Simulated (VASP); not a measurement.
VASP ran on this input.

POSCAR:
```
FeBiO3
1
    2.7569183620     1.5917074815     4.8681446047
   -2.7569183590     1.5917074865     4.8681446047
   -0.0000000029    -3.1834149680     4.8681446047
Bi O Fe
2 6 2
Direct
  0.3659501780   0.3659501780   0.3659501780
  0.6340498220   0.6340498220   0.6340498220
  0.1906971434   0.5584246652   0.9873564828
  0.9873564828   0.1906971434   0.5584246652
  0.5584246652   0.9873564828   0.1906971434
  0.8093028566   0.4415753348   0.0126435172
  0.0126435172   0.8093028566   0.4415753348
  0.4415753348   0.0126435172   0.8093028566
  0.1469992668   0.1469992668   0.1469992668
  0.8530007332   0.8530007332   0.8530007332
```

### KPOINTS
```
Automatic mesh
0
Gamma
6 6 6
0 0 0
```

### INCAR
```
SYSTEM = FeBiO3
PREC = Accurate
ENCUT = 520
EDIFF = 1E-7
NELM = 100
ALGO = Normal
LREAL = .FALSE.
LASPH = .TRUE.
ISMEAR = -5
GGA = PS
LMAXMIX = 4
ISPIN = 2
MAGMOM = 0.1 0.1 0.2 0.2 0.2 0.2 0.2 0.2 3.9 3.9
LORBIT = 11
LWAVE = .FALSE.
LCHARG = .TRUE.
NEDOS = 601
ISIF = 2
LEFG = .TRUE.
```

POTCAR, in this order: Bi_d O Fe (PBE.64 set). Program: vasp_std.

Task: Write an equivalent input for Ansatz.

Result: One equivalent input (not run):
Ansatz 0.2 input:
```yaml
crystal:
  lattice:
    - [2.7569184, 1.5917075, 4.8681446]
    - [-2.7569184, 1.5917075, 4.8681446]
    - [-0.0000000, -3.1834150, 4.8681446]
  atoms:
    - { symbol: Bi, position: [0.3659502, 0.3659502, 0.3659502], spin: 0.1 }
    - { symbol: Bi, position: [0.6340498, 0.6340498, 0.6340498], spin: 0.1 }
    - { symbol: O, position: [0.1906971, 0.5584247, 0.9873565], spin: 0.2 }
    - { symbol: O, position: [0.9873565, 0.1906971, 0.5584247], spin: 0.2 }
    - { symbol: O, position: [0.5584247, 0.9873565, 0.1906971], spin: 0.2 }
    - { symbol: O, position: [0.8093029, 0.4415753, 0.0126435], spin: 0.2 }
    - { symbol: O, position: [0.0126435, 0.8093029, 0.4415753], spin: 0.2 }
    - { symbol: O, position: [0.4415753, 0.0126435, 0.8093029], spin: 0.2 }
    - { symbol: Fe, position: [0.1469993, 0.1469993, 0.1469993], spin: 3.9 }
    - { symbol: Fe, position: [0.8530007, 0.8530007, 0.8530007], spin: 3.9 }
kpoints:
  mp_grid: { grid: [6, 6, 6] }
hamiltonian:
  xc: pbesol
  pseudopotentials: { kind: paw }
magnetization: { spin_polarized: true }
scf:
  occupations: { method: tetrahedron }
  max_iter: 100
output: { forces: true, stress: true, eigenvalues: true }
```
Limits of the translation: each code has its own PAW files, so the cut-off isn't converted (ENCUT is set for VASP's; basis.ecutwfc is left out, and Ansatz then takes the one that its files recommend); Ansatz stops its SCF on the density residual and VASP on the energy change (EDIFF); the field gradients of LEFG aren't asked of the other code.

The structure was generated: FeBiO3 was put into the ilmenite type (R-3), which need not be its known phase. It was relaxed first.
